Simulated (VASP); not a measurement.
Data:

```xyz
1
Lattice="-2.1300 2.1300 2.1300 2.1300 -2.1300 2.1300 2.1300 2.1300 -2.1300" Properties=species:S:1:pos:R:3 pbc="T T T"
Na     0.0000     0.0000     0.0000
```

Method: r2SCAN meta-GGA, VASP's PBE PAW potentials (set 64) (plane waves; VASP). Numerical set-up: 480 eV cut-off, 11×11×11 Γ-centred mesh, first-order Methfessel-Paxton smearing of 0.10 eV, potentials Na_pv.

Task: The ions, cell shape and volume are relaxed. What does this cell relax into?

Result: 
```xyz
1
Lattice="-2.1183 2.1183 2.1183 2.1183 -2.1183 2.1183 2.1183 2.1183 -2.1183" Properties=species:S:1:pos:R:3 pbc="T T T"
Na     0.0000     0.0000     0.0000
```
Space group Im-3m (229), at a tolerance of 0.03 Å.

Task: How do energy and volume change from the first to the last step?

Result: The energy (σ→0) changes by -0.5 meV/atom and the volume by -1.6 %, in 3 ionic steps.

| step | E(σ→0) (eV) | max force (eV/Å) | pressure (GPa) | volume (Å³) |
|---|---|---|---|---|
| 1 | -3.5567 | 0.000 | -0.17 | 38.65 |
| 2 | -3.5570 | 0.000 | -0.11 | 38.43 |
| 3 | -3.5572 | 0.000 | -0.01 | 38.02 |

The compound is Na in the bcc structure. This run relaxes it. Symmetry was kept, so distortions that lower it aren't found.
